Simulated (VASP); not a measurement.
**C: relaxation of cell and atoms with PBE+D3(BJ)**

C:

```
CELL_PARAMETERS angstrom
2.46646 0.00000 0.00000
-1.23323 2.13602 0.00000
0.00000 0.00000 6.69648
ATOMIC_POSITIONS crystal
C 0.00000 0.00000 0.75000
C 0.00000 0.00000 0.25000
C 0.33333 0.66667 0.75000
C 0.66667 0.33333 0.25000
```

```json
{
 "Program": "VASP 6.6.1",
 "Task": "relaxation of cell and atoms",
 "Functional": "PBE",
 "Dispersion": "D3(BJ)",
 "Potentials or basis": "VASP PAW PBE potentials, release 64 (C)",
 "Cutoff": "520 eV",
 "k mesh": "15 × 15 × 6",
 "Occupations": "gaussian, width 0.02 eV",
 "Spin": "no spin polarisation",
 "Further INCAR settings": "ALGO = Normal; EDIFF = 1e-07; IBRION = 2; EDIFFG = -0.15; NSW = 80; ISIF = 3"
}
```

```
Pressure after relaxing    : 0.0 GPa
Band gap on the k mesh     : none (metal or under the smearing width)
Dispersion energy per atom : -0.157 eV
```

Stress tensor (GPa, compression positive):
```
-0.08  0.00  0.00
 0.00 -0.08  0.00
 0.00  0.00  0.12
```

Final structure:
```
C
1.0
     2.46646    0.00000    0.00000
    -1.23323    2.13602    0.00000
     0.00000    0.00000    6.69648
C
4
Direct
  0.00000 0.00000 0.75000
  0.00000 0.00000 0.25000
  0.33333 0.66667 0.75000
  0.66667 0.33333 0.25000
```

Levels at points of the mesh, in eV from the Fermi level:
```csv
k point,band 6,band 7,band 8,band 9,band 10,band 11
"(0.00, 0.00, 0.00)",-3.01,-2.99,-2.99,4.32,8.32,8.33
"(0.00, 0.00, 0.50)",-3.00,-3.00,-3.00,6.97,6.97,8.34
```

Wall time 40 s on 1 thread of Intel(R) Xeon(R) Platinum 8259CL CPU @ 2.50GHz (Skylake/Cascade Lake) (shared host), peak memory 0.17 GiB.

Caveat: the relaxation stopped at its first step, so nothing moved.
